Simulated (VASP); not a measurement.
Calculation: rev-vdW-DF2, VASP's PBE PAW potentials (set 64) (plane waves; VASP 6.6.1).

Input for VASP

### POSCAR
```
La2O3
1
    1.9239584650    -3.3323937248     0.0000000000
    1.9239584650     3.3323937248     0.0000000000
    0.0000000000     0.0000000000     5.9690048296
La O
2 3
Direct
  0.3333330000   0.6666670000   0.2453536663
  0.6666670000   0.3333330000   0.7546463337
  0.0000000000   0.0000000000   0.0000000000
  0.3333330000   0.6666670000   0.6461208471
  0.6666670000   0.3333330000   0.3538791529
```

**INCAR**
```
# general
SYSTEM   = La2O3
PREC     = Accurate
ENCUT    = 520
LREAL    = .FALSE.
LASPH    = .TRUE.

# electronic loop
EDIFF    = 1E-7
NELM     = 100
ALGO     = Normal
LMAXMIX  = 6

# smearing
ISMEAR   = 0
SIGMA    = 0.05

# functional
GGA      = MK
LUSE_VDW = .TRUE.
AGGAC    = 0.0
PARAM1   = 0.1234568
PARAM2   = 0.7114
ZAB_VDW  = -1.8867

# ions
IBRION   = 2
NSW      = 30
ISIF     = 4
EDIFFG   = -0.01

# output
LWAVE    = .FALSE.
LCHARG   = .FALSE.
```

### KPOINTS
```
Automatic mesh
0
Gamma
7 7 4
0 0 0
```

POTCAR, in this order: La O (PBE.64 set). Program: vasp_std.

What VASP printed:

### OSZICAR
```
...
DAV:  12    -0.342046586819E+02   -0.67749E-04   -0.12007E-03  2256   0.263E-01    0.451E-02
DAV:  13    -0.342046572343E+02    0.14477E-05   -0.47834E-04  2448   0.167E-01    0.132E-02
DAV:  14    -0.342046572598E+02   -0.25568E-07   -0.35321E-05  2320   0.622E-02    0.342E-03
DAV:  15    -0.342046575552E+02   -0.29541E-06   -0.29874E-06  2440   0.167E-02    0.177E-03
DAV:  16    -0.342046574921E+02    0.63112E-07   -0.21947E-07  1488   0.589E-03
   1 F= -.34204657E+02 E0= -.34204657E+02  d E =-.342047E+02
       N       E                     dE             d eps       ncg     rms          rms(c)
DAV:   1    -0.342170766910E+02   -0.12419E-01   -0.40182E+00  2240   0.231E+01    0.800E-01
DAV:   2    -0.342262508211E+02   -0.91741E-02   -0.23652E-01  2232   0.382E+00    0.513E-01
DAV:   3    -0.342225249559E+02    0.37259E-02   -0.20910E-02  2616   0.158E+00    0.261E-01
DAV:   4    -0.342218280766E+02    0.69688E-03   -0.53183E-03  2656   0.778E-01    0.115E-01
DAV:   5    -0.342218033332E+02    0.24743E-04   -0.27036E-03  2584   0.372E-01    0.531E-02
DAV:   6    -0.342217859769E+02    0.17356E-04   -0.37335E-04  2256   0.163E-01    0.264E-02
DAV:   7    -0.342218024140E+02   -0.16437E-04   -0.13661E-04  2408   0.923E-02    0.193E-02
DAV:   8    -0.342217982874E+02    0.41265E-05   -0.33468E-05  2432   0.483E-02    0.552E-03
DAV:   9    -0.342217986583E+02   -0.37086E-06   -0.10020E-05  2040   0.226E-02    0.380E-03
DAV:  10    -0.342217985619E+02    0.96396E-07   -0.10227E-06  2208   0.109E-02    0.209E-03
DAV:  11    -0.342217985362E+02    0.25700E-07   -0.76288E-07  1848   0.678E-03
   2 F= -.34221799E+02 E0= -.34221799E+02  d E =-.171410E-01
       N       E                     dE             d eps       ncg     rms          rms(c)
DAV:   1    -0.342218524759E+02   -0.53914E-04   -0.21996E-02  2272   0.177E+00    0.593E-02
DAV:   2    -0.342218989003E+02   -0.46424E-04   -0.12798E-03  2224   0.277E-01    0.375E-02
DAV:   3    -0.342218788110E+02    0.20089E-04   -0.11485E-04  2624   0.115E-01    0.191E-02
DAV:   4    -0.342218742553E+02    0.45557E-05   -0.27170E-05  2656   0.559E-02    0.829E-03
DAV:   5    -0.342218738678E+02    0.38747E-06   -0.12968E-05  2600   0.259E-02    0.371E-03
DAV:   6    -0.342218737177E+02    0.15016E-06   -0.19488E-06  2248   0.120E-02    0.169E-03
DAV:   7    -0.342218736578E+02    0.59901E-07   -0.26688E-07  1424   0.512E-03
   3 F= -.34221874E+02 E0= -.34221874E+02  d E =-.172162E-01
       N       E                     dE             d eps       ncg     rms          rms(c)
DAV:   1    -0.342287118666E+02   -0.68381E-02   -0.10376E+00  1872   0.163E+01    0.528E-01
DAV:   2    -0.342287879782E+02   -0.76112E-04   -0.68414E-02  2384   0.302E+00    0.318E-01
DAV:   3    -0.342260773545E+02    0.27106E-02   -0.89810E-03  2640   0.119E+00    0.593E-02
DAV:   4    -0.342260953989E+02   -0.18044E-04   -0.43656E-04  2192   0.176E-01    0.381E-02
DAV:   5    -0.342260960507E+02   -0.65179E-06   -0.35595E-05  2656   0.631E-02    0.148E-02
DAV:   6    -0.342260973046E+02   -0.12539E-05   -0.69431E-06  2480   0.247E-02    0.322E-03
DAV:   7    -0.342260973083E+02   -0.37071E-08   -0.16994E-06  2288   0.107E-02    0.202E-03
DAV:   8    -0.342260973067E+02    0.16407E-08   -0.16879E-07  1304   0.457E-03
   4 F= -.34226097E+02 E0= -.34226097E+02  d E =-.422365E-02
       N       E                     dE             d eps       ncg     rms          rms(c)
DAV:   1    -0.342313425997E+02   -0.52453E-02   -0.13840E+00  1872   0.188E+01    0.611E-01
DAV:   2    -0.342314123974E+02   -0.69798E-04   -0.91111E-02  2384   0.347E+00    0.368E-01
DAV:   3    -0.342277788393E+02    0.36336E-02   -0.12010E-02  2640   0.137E+00    0.687E-02
DAV:   4    -0.342278019850E+02   -0.23146E-04   -0.59081E-04  2176   0.205E-01    0.442E-02
DAV:   5    -0.342278028934E+02   -0.90848E-06   -0.46995E-05  2656   0.741E-02    0.177E-02
DAV:   6    -0.342278047026E+02   -0.18092E-05   -0.98303E-06  2488   0.292E-02    0.382E-03
DAV:   7    -0.342278046401E+02    0.62501E-07   -0.20584E-06  2336   0.121E-02    0.229E-03
DAV:   8    -0.342278046603E+02   -0.20143E-07   -0.16977E-07  1344   0.488E-03
   5 F= -.34227805E+02 E0= -.34227805E+02  d E =-.593100E-02
       N       E                     dE             d eps       ncg     rms          rms(c)
DAV:   1    -0.342247639865E+02    0.30407E-02   -0.91288E-01  1792   0.718E+00    0.149E-01
DAV:   2    -0.342294914543E+02   -0.47275E-02   -0.48850E-02  2160   0.259E+00    0.105E-01
DAV:   3    -0.342293648438E+02    0.12661E-03   -0.11853E-03  2360   0.343E-01    0.765E-02
DAV:   4    -0.342292024632E+02    0.16238E-03   -0.12361E-03  2352   0.296E-01    0.284E-02
DAV:   5    -0.342292112514E+02   -0.87882E-05   -0.20423E-04  2072   0.128E-01    0.281E-02
DAV:   6    -0.342292032494E+02    0.80020E-05   -0.48643E-05  2496   0.544E-02    0.132E-02
DAV:   7    -0.342292033034E+02   -0.53960E-07   -0.49818E-05  2016   0.492E-02    0.107E-02
DAV:   8    -0.342292021734E+02    0.11299E-05   -0.73630E-06  2224   0.244E-02    0.589E-03
DAV:   9    -0.342292018535E+02    0.31993E-06   -0.57787E-06  2144   0.172E-02    0.220E-03
DAV:  10    -0.342292018242E+02    0.29352E-07   -0.28149E-07  1488   0.626E-03
   6 F= -.34229202E+02 E0= -.34229202E+02  d E =-.139716E-02
       N       E                     dE             d eps       ncg     rms          rms(c)
DAV:   1    -0.342281802742E+02    0.10216E-02   -0.24847E-01  1792   0.375E+00    0.780E-02
DAV:   2    -0.342294690783E+02   -0.12888E-02   -0.13329E-02  2176   0.135E+00    0.549E-02
DAV:   3    -0.342294328373E+02    0.36241E-04   -0.31965E-04  2360   0.181E-01    0.401E-02
DAV:   4    -0.342293890413E+02    0.43796E-04   -0.37340E-04  2344   0.161E-01    0.164E-02
DAV:   5    -0.342293926739E+02   -0.36326E-05   -0.61581E-05  2096   0.686E-02    0.185E-02
DAV:   6    -0.342293929192E+02   -0.24529E-06   -0.38390E-06  2680   0.183E-02    0.179E-02
DAV:   7    -0.342293901389E+02    0.27803E-05   -0.31674E-06  2376   0.137E-02    0.136E-02
DAV:   8    -0.342293870229E+02    0.31160E-05   -0.20574E-05  2128   0.323E-02    0.676E-03
DAV:   9    -0.342293874203E+02   -0.39740E-06   -0.24256E-06  2184   0.144E-02    0.476E-03
DAV:  10    -0.342293876286E+02   -0.20826E-06   -0.23822E-07  1328   0.569E-03    0.357E-03
DAV:  11    -0.342293880998E+02   -0.47124E-06   -0.13804E-06  2320   0.113E-02    0.438E-03
DAV:  12    -0.342293880330E+02    0.66790E-07   -0.95108E-08   912   0.363E-03
   7 F= -.34229388E+02 E0= -.34229388E+02  d E =-.158337E-02
       N       E                     dE             d eps       ncg     rms          rms(c)
DAV:   1    -0.342293407620E+02    0.47338E-04   -0.11290E-02  1792   0.826E-01    0.184E-02
DAV:   2    -0.342293969792E+02   -0.56217E-04   -0.62122E-04  2280   0.235E-01    0.160E-02
DAV:   3    -0.342293962163E+02    0.76298E-06   -0.27531E-05  2400   0.543E-02    0.108E-02
DAV:   4    -0.342293958029E+02    0.41335E-06   -0.80562E-06  2352   0.228E-02    0.533E-03
DAV:   5    -0.342293961011E+02   -0.29819E-06   -0.20781E-06  2496   0.125E-02    0.268E-03
DAV:   6    -0.342293962012E+02   -0.10008E-06   -0.73647E-07  1992   0.780E-03    0.821E-04
DAV:   7    -0.342293962170E+02   -0.15845E-07   -0.28712E-07  1312   0.564E-03
   8 F= -.34229396E+02 E0= -.34229396E+02  d E =-.818404E-05
       N       E                     dE             d eps       ncg     rms          rms(c)
DAV:   1    -0.342293939861E+02    0.22151E-05   -0.17057E-03  1800   0.321E-01    0.701E-03
DAV:   2    -0.342294018561E+02   -0.78700E-05   -0.87644E-05  2264   0.880E-02    0.589E-03
DAV:   3    -0.342294017981E+02    0.58040E-07   -0.38595E-06  2384   0.202E-02    0.401E-03
DAV:   4    -0.342294016946E+02    0.10348E-06   -0.81007E-07  2048   0.778E-03    0.202E-03
DAV:   5    -0.342294016524E+02    0.42151E-07   -0.14837E-07  1176   0.473E-03
   9 F= -.34229402E+02 E0= -.34229402E+02  d E =-.136194E-04
```

**OUTCAR**
```
------------------------ aborting loop because EDIFF is reached ----------------------------------------
  FORCE on cell =-STRESS in cart. coord.  units (eV):
  Direction    XX          YY          ZZ          XY          YZ          ZX
  --------------------------------------------------------------------------------------
  Total        3.7877637      3.7877634      3.7899312      0.0000000      0.0000000      0.0000000
  in kB       79.2883788     79.2883717     79.3337491      0.0000000      0.0000000      0.0000000
  external PRESSURE =      79.3034998 kB  Pullay stress =       0.0000000 kB
  volume of cell :       76.54
      direct lattice vectors                 reciprocal lattice vectors
     1.944646180 -3.368225836 -0.000000000     0.257116181 -0.148446103 -0.000000000
     1.944646180  3.368225836  0.000000000     0.257116181  0.148446103 -0.000000000
     0.000000000 -0.000000000  5.842680428     0.000000000 -0.000000000  0.171154321
 POSITION                                       TOTAL-FORCE (eV/Angst)
 -----------------------------------------------------------------------------------
      1.94465      1.12274      1.40409         0.000000     -0.000000     -0.000133
      1.94465     -1.12274      4.43859        -0.000000      0.000000      0.000133
      0.00000      0.00000      0.00000         0.000000     -0.000000      0.000000
      1.94465      1.12274      3.79747         0.000000     -0.000000      0.000080
      1.94465     -1.12274      2.04521         0.000000     -0.000000     -0.000080
 -----------------------------------------------------------------------------------
    total drift:                                0.000000      0.000000      0.000000
  FREE ENERGIE OF THE ION-ELECTRON SYSTEM (eV)
  ---------------------------------------------------
  free  energy   TOTEN  =       -34.2294016524 eV

  energy  without entropy=      -34.2294016524  energy(sigma->0) =      -34.22940165

 reached required accuracy - stopping structural energy minimisation
```
(Selected blocks of OUTCAR.)

### CONTCAR
```
La2O3
   1.00000000000000
     1.9446461802443060   -3.3682258360399531   -0.0000000000000000
     1.9446461802443060    3.3682258360399531    0.0000000000000000
     0.0000000000000000   -0.0000000000000000    5.8426804275501807
  La              O
     2     3
Direct
     0.3333330000000032    0.6666669999999968    0.2403156653178329
     0.6666669999999968    0.3333330000000032    0.7596843346821671
     0.0000000000000000    0.0000000000000000    0.0000000000000000
     0.3333330000000032    0.6666669999999968    0.6499534384988574
     0.6666669999999968    0.3333330000000032    0.3500465615011424
```

The compound is La2O3 in the a-type structure. This cell is one point of a volume scan, at 0.94 of the reference volume. Symmetry was kept, so distortions that lower it aren't found.
